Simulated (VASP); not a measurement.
These are G0W0 on PBE orbitals, VASP's PBE PAW potentials (set 64) (plane waves; VASP) values and carry that method's errors.

The input files of a VASP run:

File POSCAR:
```
Si
1
    0.0000000000     2.7155000000     2.7155000000
    2.7155000000     0.0000000000     2.7155000000
    2.7155000000     2.7155000000     0.0000000000
Si
2
Direct
  0.0000000000   0.0000000000   0.0000000000
  0.2500000000   0.2500000000   0.2500000000
```

### KPOINTS
```
Regular mesh
0
G
4 4 4
```

INCAR:
```
SYSTEM  =  Si
PREC  =  Normal; ENCUT  =  350; LREAL  =  F
LASPH  =  T; NBANDS  =  240
ALGO  =  EVGW0
ISMEAR  =  0; SIGMA  =  0.01
GGA  =  PE
LWAVE  =  F; LCHARG  =  F
NELMGW  =  1; NOMEGA  =  64; ENCUTGW  =  250
NBANDSGW  =  12; LSPECTRALGW  =  T
```

POTCAR, in this order: Si_GW (PBE.64 set). Program: vasp_std. Read from the step before: WAVECAR, WAVEDER.

Output of the run:

**OUTCAR**
```
 ion  position               nearest neighbor table
   1  0.000  0.000  0.000-   2 2.35   2 2.35   2 2.35   2 2.35
   2  0.250  0.250  0.250-   1 2.35   1 2.35   1 2.35   1 2.35
  LATTYP: Found a face centered cubic cell.
 ALAT       =     5.4310000000
 Subroutine PRICEL returns:
 Original cell was already a primitive cell.
 Subroutine GETGRP returns: Found 48 space group operations
The static configuration has the point symmetry T_d .
 The point group associated with its full space group is O_h .
The dynamic configuration has the point symmetry T_d .
 Subroutine INISYM returns: Found 48 space group operations
 Subroutine IBZKPT returns following result:
 Found      8 irreducible k-points:

 Following reciprocal coordinates:
            Coordinates               Weight
  0.000000  0.000000  0.000000      1.000000
  0.250000  0.000000  0.000000      8.000000
  0.500000  0.000000  0.000000      4.000000
  0.250000  0.250000  0.000000      6.000000
  0.500000  0.250000  0.000000     24.000000
 -0.250000  0.250000  0.000000     12.000000
  0.500000  0.500000  0.000000      3.000000
 -0.250000  0.500000  0.250000      6.000000
 Subroutine IBZKPT_HF returns following result:
   k-points           NKPTS =      8   k-points in BZ     NKDIM =     64   number of bands    NBANDS=    240
   number of dos      NEDOS =    301   number of ions     NIONS =      2
   total plane-waves  NPLWV =   5832
   dimension x,y,z NGX =    18 NGY =   18 NGZ =   18
   dimension x,y,z NGXF=    36 NGYF=   36 NGZF=   36
   ions per type =               2
   PREC   = normal    normal or accurate (medium, high low for compatibility)
   ISTART =      1    job   : 0-new  1-cont  2-samecut
   ICHARG =      0    charge: 1-file 2-atom 10-const
   ISPIN  =      1    spin polarized calculation?
   LNONCOLLINEAR =      F non collinear calculations
   LSORBIT =      F    spin-orbit coupling
   INIWAV =      1    electr: 0-lowe 1-rand  2-diag
   ENCUT  =  350.0 eV  25.72 Ry    5.07 a.u.   5.86  5.86  5.86*2*pi/ulx,y,z
...
```

File OSZICAR:
```
energies w=
    0.000    0.000    0.299    0.000    0.597    0.000    0.894    0.000
    1.189    0.000    1.482    0.000    1.771    0.000    2.057    0.000
    2.339    0.000    2.618    0.000    2.892    0.000    3.163    0.000
    3.429    0.000    3.693    0.000    3.953    0.000    4.210    0.000
    4.464    0.000    4.716    0.000    4.966    0.000    5.215    0.000
    5.463    0.000    5.711    0.000    5.960    0.000    6.209    0.000
    6.460    0.000    6.713    0.000    6.970    0.000    7.230    0.000
    7.494    0.000    7.764    0.000    8.042    0.000    8.326    0.000
    8.619    0.000    8.924    0.000    9.238    0.000    9.568    0.000
    9.912    0.000   10.273    0.000   10.655    0.000   11.060    0.000
   11.491    0.000   11.952    0.000   12.449    0.000   12.986    0.000
   13.570    0.000   14.210    0.000   14.914    0.000   15.697    0.000
   16.572    0.000   17.560    0.000   18.684    0.000   19.978    0.000
   21.486    0.000   23.264    0.000   25.396    0.000   27.999    0.000
   31.247    0.000   35.412    0.000   40.943    0.000   48.631    0.000
   60.025    0.000   78.612    0.000  114.247    0.000  209.865    0.000
NQ=   1    0.0000    0.0000    0.0000,
 performed        166000 updates of chi_q(r,r)
NQ=   2    0.2500    0.0000    0.0000,
 performed        494000 updates of chi_q(r,r)
NQ=   3    0.5000    0.0000    0.0000,
 performed        776000 updates of chi_q(r,r)
NQ=   4    0.2500    0.2500    0.0000,
 performed       1104000 updates of chi_q(r,r)
NQ=   5    0.5000    0.2500    0.0000,
 performed       1558000 updates of chi_q(r,r)
NQ=   6   -0.2500    0.2500    0.0000,
 performed       1966000 updates of chi_q(r,r)
NQ=   7    0.5000    0.5000    0.0000,
 performed       2213000 updates of chi_q(r,r)
NQ=   8   -0.2500    0.5000    0.2500,
 performed       2529000 updates of chi_q(r,r)
 resolving degeneracies of screened two electron integrals
```

### OUTCAR
```


 k-point   1 :       0.0000    0.0000    0.0000
  band No.  KS-energies  QP-energies   sigma(KS)   V_xc(KS)     V^pw_x(r,r')   Z            occupation Imag(sigma)

      1      -6.4646      -6.9627     -11.1738     -10.4547     -17.4960       0.6927       2.0000       1.1850
      2       5.5053       4.9012     -12.2155     -11.4204     -13.0374       0.7598       2.0000       0.0374
      3       5.5053       4.9012     -12.2155     -11.4204     -13.0374       0.7598       2.0000       0.0374
      4       5.5053       4.9012     -12.2155     -11.4204     -13.0374       0.7598       2.0000       0.0374
      5       8.0496       8.0921     -10.0455     -10.1017      -5.5790       0.7550       0.0000      -0.0705
      6       8.0496       8.0921     -10.0455     -10.1017      -5.5790       0.7550       0.0000      -0.0705
      7       8.0496       8.0921     -10.0455     -10.1017      -5.5790       0.7550       0.0000      -0.0705
      8       8.8661       9.0038     -10.8675     -11.0519      -5.8356       0.7472       0.0000      -0.0891
      9      13.2122      13.3064      -9.8830     -10.0090      -4.2032       0.7479       0.0000      -0.2172
     10      13.2122      13.3064      -9.8830     -10.0090      -4.2032       0.7479       0.0000      -0.2172
     11      13.4596      13.1544      -8.1300      -7.7352      -2.6010       0.7732       0.0000      -0.2857
     12      16.7351      16.5143      -8.6217      -8.3267      -2.2433       0.7484       0.0000      -0.5609

 k-point   2 :       0.2500    0.0000    0.0000
  band No.  KS-energies  QP-energies   sigma(KS)   V_xc(KS)     V^pw_x(r,r')   Z            occupation Imag(sigma)

      1      -5.6646      -6.1515     -11.2792     -10.5361     -17.2359       0.6552       2.0000       1.0385
      2       1.5707       0.9834     -11.5277     -10.7148     -13.7996       0.7226       2.0000       0.1250
      3       4.7417       4.1435     -11.9737     -11.1805     -12.9990       0.7542       2.0000       0.0431
      4       4.7417       4.1435     -11.9737     -11.1805     -12.9990       0.7542       2.0000       0.0431
      5       7.5232       7.5403     -10.1356     -10.1580      -5.7000       0.7603       0.0000      -0.0657
      6       8.9948       9.0326     -10.0866     -10.1369      -5.3390       0.7521       0.0000      -0.0902
      7       8.9948       9.0326     -10.0866     -10.1369      -5.3390       0.7521       0.0000      -0.0902
      8      12.4214      12.4272     -10.5984     -10.6063      -4.8111       0.7337       0.0000      -0.2186
      9      12.6890      12.6921      -9.6088      -9.6129      -4.0092       0.7464       0.0000      -0.2290
     10      12.6890      12.6921      -9.6088      -9.6129      -4.0092       0.7464       0.0000      -0.2290
     11      14.4897      14.2066      -8.2753      -7.8972      -2.4223       0.7487       0.0000      -0.3544
     12      17.3410      17.1263      -8.9981      -8.7043      -2.6091       0.7310       0.0000      -0.5330

 k-point   3 :       0.5000    0.0000    0.0000
  band No.  KS-energies  QP-energies   sigma(KS)   V_xc(KS)     V^pw_x(r,r')   Z            occupation Imag(sigma)

      1      -4.1311      -4.6616     -11.6035     -10.8566     -16.8846       0.7102       2.0000       0.8277
      2      -1.4749      -2.0328     -11.0318     -10.2275     -14.9026       0.6936       2.0000       0.3816
      3       4.3021       3.6808     -11.9831     -11.1549     -13.2482       0.7503       2.0000       0.0494
      4       4.3021       3.6808     -11.9831     -11.1549     -13.2482       0.7503       2.0000       0.0494
      5       7.0332       7.0384     -10.1274     -10.1342      -5.8131       0.7635       0.0000      -0.0604
      6       8.8263       8.8640      -9.6327      -9.6824      -4.9203       0.7584       0.0000      -0.0867
      7       8.8263       8.8640      -9.6327      -9.6824      -4.9203       0.7584       0.0000      -0.0867
      8      13.2224      12.9335      -8.1224      -7.7394      -2.3512       0.7543       0.0000      -0.2978
      9      16.0533      16.0080     -10.2291     -10.1676      -3.6493       0.7368       0.0000      -0.5340
     10      16.0533      16.0080     -10.2291     -10.1676      -3.6493       0.7368       0.0000      -0.5340
     11      16.8363      16.7826     -10.1687     -10.0954      -3.3789       0.7330       0.0000      -0.6163
     12      16.8363      16.7826     -10.1687     -10.0954      -3.3789       0.7330       0.0000      -0.6163

 k-point   4 :       0.2500    0.2500    0.0000
  band No.  KS-energies  QP-energies   sigma(KS)   V_xc(KS)     V^pw_x(r,r')   Z            occupation Imag(sigma)

      1      -5.3822      -5.8843     -11.2962     -10.5543     -17.1295       0.6767       2.0000       1.0053
      2       1.9853       1.4057     -12.0482     -11.2520     -14.1538       0.7279       2.0000       0.1111
      3       3.6073       2.9964     -11.6207     -10.8012     -13.0509       0.7455       2.0000       0.0580
      4       3.6073       2.9964     -11.6207     -10.8012     -13.0509       0.7455       2.0000       0.0580
      5       6.6194       6.5633      -9.4674      -9.3944      -5.3686       0.7685       0.0000      -0.0565
      6       8.6222       8.5931      -9.1859      -9.1477      -4.4921       0.7634       0.0000      -0.0834
      7      11.2538      11.2857     -10.6510     -10.6949      -5.2001       0.7285       0.0000      -0.1641
      8      11.2538      11.2857     -10.6510     -10.6949      -5.2001       0.7285       0.0000      -0.1641
      9      13.5655      13.6367     -10.7805     -10.8771      -4.7992       0.7383       0.0000      -0.2826
     10      14.4246      14.4867      -9.9499     -10.0325      -3.9325       0.7520       0.0000      -0.3476
     11      16.9379      16.6942      -8.8622      -8.5344      -2.5924       0.7435       0.0000      -0.4929
     12      18.4993      18.2835      -9.1533      -8.8653      -2.3034       0.7493       0.0000      -0.7968

 k-point   5 :       0.5000    0.2500    0.0000
  band No.  KS-energies  QP-energies   sigma(KS)   V_xc(KS)     V^pw_x(r,r')   Z            occupation Imag(sigma)

      1      -3.7449      -4.2701     -11.5436     -10.7972     -16.6396       0.7036       2.0000       0.7531
      2      -0.8844      -1.4424     -11.5838     -10.7924     -15.2104       0.7051       2.0000       0.3287
      3       1.9603       1.3557     -11.0914     -10.2660     -13.0235       0.7325       2.0000       0.0993
      4       3.2921       2.6660     -11.6407     -10.7963     -13.2460       0.7414       2.0000       0.0649
      5       7.0094       6.9544      -9.2950      -9.2235      -5.0510       0.7690       0.0000      -0.0610
      6       9.9434       9.8860      -9.7131      -9.6367      -4.7407       0.7502       0.0000      -0.1131
      7      11.2423      11.2683     -10.4907     -10.5259      -5.0138       0.7386       0.0000      -0.1681
      8      11.4112      11.4375     -10.1135     -10.1491      -4.6172       0.7390       0.0000      -0.1805
      9      15.7112      15.6134     -10.0137      -9.8808      -3.3766       0.7359       0.0000      -0.5024
     10      16.0365      15.9884     -10.2383     -10.1726      -3.6292       0.7316       0.0000      -0.5324
     11      17.6564      17.6400     -10.3991     -10.3770      -3.4566       0.7409       0.0000      -0.7057
     12      18.2112      18.1418     -10.2127     -10.1186      -3.3188       0.7374       0.0000      -0.6689

 k-point   6 :      -0.2500    0.2500    0.0000
  band No.  KS-energies  QP-energies   sigma(KS)   V_xc(KS)     V^pw_x(r,r')   Z            occupation Imag(sigma)

      1      -4.4197      -4.9439     -11.4563     -10.6955     -16.8456       0.6890       2.0000       0.8575
      2       0.0191      -0.5514     -11.7368     -10.9349     -14.8990       0.7114       2.0000       0.2394
      3       1.7406       1.1307     -10.9266     -10.0973     -12.9515       0.7354       2.0000       0.1094
      4       4.1719       3.5612     -11.8668     -11.0521     -13.0954       0.7496       2.0000       0.0496
      5       7.9393       7.9407      -9.6028      -9.6047      -5.0780       0.7613       0.0000      -0.0721
      6      10.2778      10.3328     -10.1157     -10.1896      -4.8050       0.7430       0.0000      -0.1433
      7      10.6369      10.5685     -10.3667     -10.2756      -5.3482       0.7507       0.0000      -0.1266
      8      11.6411      11.6400      -9.9959      -9.9945      -4.3333       0.7376       0.0000      -0.1932
      9      11.9413      11.9100      -9.5531      -9.5114      -4.2255       0.7507       0.0000      -0.1849
     10      15.1329      15.0702     -10.1141     -10.0278      -3.5229       0.7273       0.0000      -0.4618
     11      18.1193      17.9283      -9.1342      -8.8731      -2.6082       0.7314       0.0000      -0.5922
     12      18.6989      18.7052     -10.7239     -10.7323      -3.5096       0.7480       0.0000      -0.7976

 k-point   7 :       0.5000    0.5000    0.0000
  band No.  KS-energies  QP-energies   sigma(KS)   V_xc(KS)     V^pw_x(r,r')   Z            occupation Imag(sigma)

      1      -2.3180      -2.8422     -11.6248     -10.8705     -16.0268       0.6949       2.0000       0.5159
      2      -2.3180      -2.8422     -11.6248     -10.8705     -16.0268       0.6949       2.0000       0.5159
      3       2.6436       2.0058     -11.5341     -10.6644     -13.4430       0.7333       2.0000       0.0810
      4       2.6436       2.0058     -11.5341     -10.6644     -13.4430       0.7333       2.0000       0.0810
      5       6.1990       6.1120      -9.0853      -8.9728      -5.0383       0.7740       0.0000      -0.0549
      6       6.1990       6.1120      -9.0853      -8.9728      -5.0383       0.7740       0.0000      -0.0549
      7      15.6038      15.6022     -10.7743     -10.7721      -3.7000       0.7178       0.0000      -0.5479
      8      15.6038      15.6022     -10.7743     -10.7721      -3.7000       0.7178       0.0000      -0.5479
      9      16.4865      16.4341     -10.5848     -10.5139      -4.0003       0.7385       0.0000      -0.5581
...
```
(Selected blocks of OUTCAR.)

The mesh is coarse and the basis finite, so the quasiparticle values are not converged.

The compound is Si in the diamond structure. The cell was not relaxed at this level. The k-mesh is coarse (spacing up to 0.50 per Å, 2π included), so the numbers may not be converged in it.
